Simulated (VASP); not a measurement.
A convergence study with VASP on PbS (rock salt): a few settings are varied, all else stays as given below, so the limit is that of these other settings. The cell's lengths are 1 % over those of the tabulated start and one atom is moved, so it is off equilibrium.

```xyz
2
Lattice="0.0000 2.9997 2.9997 2.9997 0.0000 2.9997 2.9997 2.9997 0.0000" Properties=species:S:1:pos:R:3 pbc="T T T"
Pb     0.0000     0.0000     0.0000
S      3.0603     2.9997     2.9997
```

Level of theory: LDA (Ceperley-Alder, Perdew-Zunger), VASP's LDA PAW potentials (set 64) (plane waves; VASP 6.6.1). The last row used: 550 eV cut-off, 7×7×7 Γ-centred mesh, Gaussian smearing of 0.050 eV, potentials Pb_d S.

```json
[
 {"setting": "ALGO = Normal, EDIFF = 1E-2", "E (eV/atom)": "-4.9732", "pressure (GPa)": "-4.26", "electronic steps": "8"},
 {"setting": "ALGO = Normal, EDIFF = 1E-3", "E (eV/atom)": "-4.9731", "pressure (GPa)": "-3.91", "electronic steps": "9"},
 {"setting": "ALGO = Normal, EDIFF = 1E-4", "E (eV/atom)": "-4.9731", "pressure (GPa)": "-4.24", "electronic steps": "10"},
 {"setting": "ALGO = Normal, EDIFF = 1E-5", "E (eV/atom)": "-4.9731", "pressure (GPa)": "-4.22", "electronic steps": "11"},
 {"setting": "ALGO = Normal, EDIFF = 1E-6", "E (eV/atom)": "-4.9731", "pressure (GPa)": "-4.23", "electronic steps": "12"},
 {"setting": "ALGO = Normal, EDIFF = 1E-7", "E (eV/atom)": "-4.9731", "pressure (GPa)": "-4.23", "electronic steps": "12"},
 {"setting": "ALGO = Normal, EDIFF = 1E-8", "E (eV/atom)": "-4.9731", "pressure (GPa)": "-4.23", "electronic steps": "14"},
 {"setting": "ALGO = Normal, EDIFF = 1E-9", "E (eV/atom)": "-4.9731", "pressure (GPa)": "-4.22", "electronic steps": "16"},
 {"setting": "ALGO = Fast, EDIFF = 1E-2", "E (eV/atom)": "-4.9750", "pressure (GPa)": "-4.57", "electronic steps": "8"},
 {"setting": "ALGO = Fast, EDIFF = 1E-3", "E (eV/atom)": "-4.9731", "pressure (GPa)": "-4.49", "electronic steps": "10"},
 {"setting": "ALGO = Fast, EDIFF = 1E-4", "E (eV/atom)": "-4.9732", "pressure (GPa)": "-4.53", "electronic steps": "11"},
 {"setting": "ALGO = Fast, EDIFF = 1E-5", "E (eV/atom)": "-4.9731", "pressure (GPa)": "-4.26", "electronic steps": "14"},
 {"setting": "ALGO = Fast, EDIFF = 1E-6", "E (eV/atom)": "-4.9731", "pressure (GPa)": "-4.23", "electronic steps": "15"},
 {"setting": "ALGO = Fast, EDIFF = 1E-7", "E (eV/atom)": "-4.9731", "pressure (GPa)": "-4.22", "electronic steps": "16"},
 {"setting": "ALGO = Fast, EDIFF = 1E-8", "E (eV/atom)": "-4.9731", "pressure (GPa)": "-4.22", "electronic steps": "18"},
 {"setting": "ALGO = Fast, EDIFF = 1E-9", "E (eV/atom)": "-4.9731", "pressure (GPa)": "-4.22", "electronic steps": "22"},
 {"setting": "ALGO = All, EDIFF = 1E-2", "E (eV/atom)": "-4.9721", "pressure (GPa)": "-4.89", "electronic steps": "10"},
 {"setting": "ALGO = All, EDIFF = 1E-3", "E (eV/atom)": "-4.9731", "pressure (GPa)": "-3.99", "electronic steps": "12"},
 {"setting": "ALGO = All, EDIFF = 1E-4", "E (eV/atom)": "-4.9731", "pressure (GPa)": "-4.25", "electronic steps": "13"},
 {"setting": "ALGO = All, EDIFF = 1E-5", "E (eV/atom)": "-4.9731", "pressure (GPa)": "-4.17", "electronic steps": "15"},
 {"setting": "ALGO = All, EDIFF = 1E-6", "E (eV/atom)": "-4.9731", "pressure (GPa)": "-4.24", "electronic steps": "17"},
 {"setting": "ALGO = All, EDIFF = 1E-7", "E (eV/atom)": "-4.9731", "pressure (GPa)": "-4.22", "electronic steps": "19"},
 {"setting": "ALGO = All, EDIFF = 1E-8", "E (eV/atom)": "-4.9731", "pressure (GPa)": "-4.23", "electronic steps": "22"},
 {"setting": "ALGO = All, EDIFF = 1E-9", "E (eV/atom)": "-4.9731", "pressure (GPa)": "-4.22", "electronic steps": "24"}
]
```

Left out are rungs that failed or repeat a setting and relaxations that didn't move; long series are thinned to 24 rows.

The compound is PbS in the rock salt structure. The cell was not relaxed at this level, it is distorted from the ideal structure.
